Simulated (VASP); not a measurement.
OSZICAR of a VASP run on Ag (fcc):

OSZICAR:
```
       N       E                     dE             d eps       ncg     rms          rms(c)
DAV:   1     0.418547312202E+02    0.41855E+02   -0.61613E+03  1928   0.122E+03
DAV:   2    -0.114067250343E+02   -0.53261E+02   -0.51142E+02  1917   0.247E+02
DAV:   3    -0.119845305005E+02   -0.57781E+00   -0.57752E+00  2455   0.327E+01
DAV:   4    -0.119868969316E+02   -0.23664E-02   -0.23663E-02  2276   0.192E+00
DAV:   5    -0.119869311464E+02   -0.34215E-04   -0.34215E-04  2337   0.210E-01    0.607E+00
DAV:   6    -0.110369434451E+02    0.94999E+00   -0.73500E+00  1872   0.443E+01    0.351E+00
DAV:   7    -0.109414524061E+02    0.95491E-01   -0.20007E-01  1985   0.539E+00    0.196E+00
DAV:   8    -0.109691086762E+02   -0.27656E-01   -0.28764E-01  1913   0.626E+00    0.545E-01
DAV:   9    -0.111246680504E+02   -0.15556E+00   -0.10645E-01  1937   0.333E+00    0.735E-02
DAV:  10    -0.111243709522E+02    0.29710E-03   -0.80654E-04  1984   0.355E-01    0.658E-02
DAV:  11    -0.111247432001E+02   -0.37225E-03   -0.28003E-04  1948   0.219E-01    0.126E-02
DAV:  12    -0.111247569688E+02   -0.13769E-04   -0.78893E-05  1936   0.112E-01    0.619E-03
DAV:  13    -0.111247583130E+02   -0.13442E-05   -0.30548E-06  2069   0.247E-02    0.269E-03
DAV:  14    -0.111247586476E+02   -0.33462E-06   -0.54945E-07  1063   0.879E-03
   1 F= -.11124759E+02 E0= -.11124768E+02  d E =-.111248E+02
       N       E                     dE             d eps       ncg     rms          rms(c)
DAV:   1    -0.111259179027E+02   -0.11596E-02   -0.21711E-02  1899   0.183E+00    0.220E-01
DAV:   2    -0.111248197523E+02    0.10982E-02   -0.48012E-03  1895   0.777E-01    0.702E-02
DAV:   3    -0.111248090440E+02    0.10708E-04   -0.89461E-05  1896   0.823E-02    0.444E-02
DAV:   4    -0.111247909754E+02    0.18069E-04   -0.38330E-05  1940   0.619E-02    0.532E-03
DAV:   5    -0.111248093902E+02   -0.18415E-04   -0.14757E-05  1900   0.431E-02    0.152E-03
DAV:   6    -0.111248093289E+02    0.61241E-07   -0.10737E-07   973   0.430E-03
   2 F= -.11124809E+02 E0= -.11124832E+02  d E =-.506813E-04
```

Problem. Which electronic solver shows in the log?

Solution. It is blocked Davidson (ALGO = Normal, or the opening steps of other solvers). The INCAR had ALGO = Normal.

Problem. Can the final energy be trusted as converged?

Solution. Self-consistency was reached. It stopped with EDIFF = 1E-6, NELM = 100, NSW = 60 and EDIFFG = -0.01 after 2 ionic steps (TPSS meta-GGA, plane waves, VASP's PBE PAW potentials (set 64)).

The compound is Ag in the fcc structure. This run relaxes it. Symmetry was kept, so distortions that lower it aren't found.
